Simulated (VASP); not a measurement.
Input for VASP

INCAR:
```
SYSTEM = AuAl2
PREC = Accurate
ENCUT = 400
EDIFF = 1E-6
NELM = 100
ALGO = Normal
LREAL = .FALSE.
LASPH = .TRUE.
ISMEAR = 1
SIGMA = 0.1
GGA = PE
LMAXMIX = 6
LWAVE = .FALSE.
LCHARG = .FALSE.
ISIF = 2
LSORBIT = .TRUE.
MAGMOM = 0 0 0 0 0 0 0 0 0
GGA_COMPAT = .FALSE.
```

KPOINTS:
```
Automatic mesh
0
Gamma
7 7 7
0 0 0
```

POSCAR:
```
AuAl2
1
    0.0000000000     3.0000000000     3.0000000000
    3.0000000000     0.0000000000     3.0000000000
    3.0000000000     3.0000000000     0.0000000000
Al Au
2 1
Direct
  0.2500000000   0.2500000000   0.2500000000
  0.7500000000   0.7500000000   0.7500000000
  0.0000000000   0.0000000000   0.0000000000
```

POTCAR, in this order: Al Au (PBE.64 set). Program: vasp_std.

Output of the run:

**standard output**
```
 POSCAR found type information on POSCAR AlAu
 POSCAR found :  2 types and       3 ions
 Reading from existing POTCAR

 -----------------------------------------------------------------------------
|                                                                             |
|     EEEEEEE  RRRRRR   RRRRRR   OOOOOOO  RRRRRR      ###     ###     ###     |
|     E        R     R  R     R  O     O  R     R     ###     ###     ###     |
|     E        R     R  R     R  O     O  R     R     ###     ###     ###     |
|     EEEEE    RRRRRR   RRRRRR   O     O  RRRRRR       #       #       #      |
|     E        R   R    R   R    O     O  R   R                               |
|     E        R    R   R    R   O     O  R    R      ###     ###     ###     |
|     EEEEEEE  R     R  R     R  OOOOOOO  R     R     ###     ###     ###     |
|                                                                             |
|     ERROR: Noncollinear calculations require that VASP is compiled          |
|     without the flag -DNGXhalf and-DNGZhalf.                                |
|     You probably tried to run a noncollinear calculation                    |
|     (LNONCOLLINEAR=T) with the executable vasp_std. Use vasp_ncl            |
|     instead!                                                                |
|                                                                             |
|       ---->  I REFUSE TO CONTINUE WITH THIS SICK JOB ... BYE!!! <----       |
|                                                                             |
 -----------------------------------------------------------------------------
```

Task: Read input and log: which fault does this run have?
A. LDAUL, LDAUU and LDAUJ hold more entries than there are species
B. selective dynamics freezes every atom
C. POTCAR lists the elements in another order than POSCAR
D. LSORBIT needs the non-collinear program vasp_ncl

Result: D, LSORBIT needs the non-collinear program vasp_ncl. VASP stops with an error: ERROR: Noncollinear calculations require that VASP is compiled without the flag -DNGXhalf and-DNGZhalf. You probably tried to run a noncollinear calculation (LNONCOLLINEAR=T) with the executable vasp_std. Use vasp_ncl instead! ----> I REFUSE TO CONTINUE WITH THIS SICK JOB ... BYE!!! <----

To mend it, run vasp_ncl.

The mended run (PBE GGA with spin-orbit coupling, plane waves, VASP's PBE PAW potentials (set 64)) converges, and its OSZICAR ends with
```
   1 F= -.12354618E+02 E0= -.12354498E+02  d E =-.359631E-03  mag=     0.0000    -0.0000    -0.0000
```

The compound is AuAl2 in the fluorite structure. The cell was not relaxed at this level.
